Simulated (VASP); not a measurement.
An input for Quantum ESPRESSO's pw.x (written as the equivalent of a VASP run, and not itself run):

```
&CONTROL
  calculation = 'vc-relax'
  pseudo_dir = './pseudo'
  outdir = './out'
  tprnfor = .true.
  tstress = .true.
  nstep = 60
  forc_conv_thr = 0.00039
/
&SYSTEM
  ibrav = 0
  nat = 2
  ntyp = 2
  ecutwfc = 82
  occupations = 'smearing'
  smearing = 'methfessel-paxton'
  degauss = 0.00735
  input_dft = 'pz'
/
&ELECTRONS
  conv_thr = 7.3e-08
  electron_maxstep = 100
/
&IONS
/
&CELL
/
ATOMIC_SPECIES
  W 183.840 W.upf
  C 12.011 C.upf
CELL_PARAMETERS angstrom
     1.4550000   -2.5201340    0.0000000
     1.4550000    2.5201340    0.0000000
     0.0000000    0.0000000    2.8400000
ATOMIC_POSITIONS crystal
  W    0.0000000  0.0000000  0.0000000
  C    0.3333330  0.6666670  0.5000000
K_POINTS automatic
  13 13 12 0 0 0
```

Q: Translate this input to VASP (INCAR, KPOINTS, POSCAR, choice of POTCAR).

A: One answer among several that fit: 
**INCAR**
```
SYSTEM = WC
PREC = Accurate
ENCUT = 520
EDIFF = 1E-6
NELM = 100
ALGO = Normal
LREAL = .FALSE.
LASPH = .TRUE.
ISMEAR = 1
SIGMA = 0.1
LMAXMIX = 6
LWAVE = .FALSE.
LCHARG = .FALSE.
IBRION = 2
ISIF = 3
NSW = 60
EDIFFG = -0.01
```

**KPOINTS**
```
Automatic
0
G
  13 13 12
```

### POSCAR
```
WC
1
    1.4550000000    -2.5201340000     0.0000000000
    1.4550000000     2.5201340000     0.0000000000
    0.0000000000     0.0000000000     2.8400000000
W C
1 1
Direct
  0.0000000000   0.0000000000   0.0000000000
  0.3333330000   0.6666670000   0.5000000000
```

POTCAR, in this order: W_sv C (LDA.64 set). Program: vasp_std.

What does not carry over: the potentials are each code's own (VASP's PAW set, PseudoDojo norm-conserving files in pw.x), so ENCUT and ecutwfc are chosen apart and not converted; conv_thr bounds pw.x's estimated SCF error, while EDIFF bounds the energy change between steps; forc_conv_thr acts on force components and is met together with etot_conv_thr.

The compound is WC in the wc structure. This run relaxes it. Symmetry was kept, so distortions that lower it aren't found.
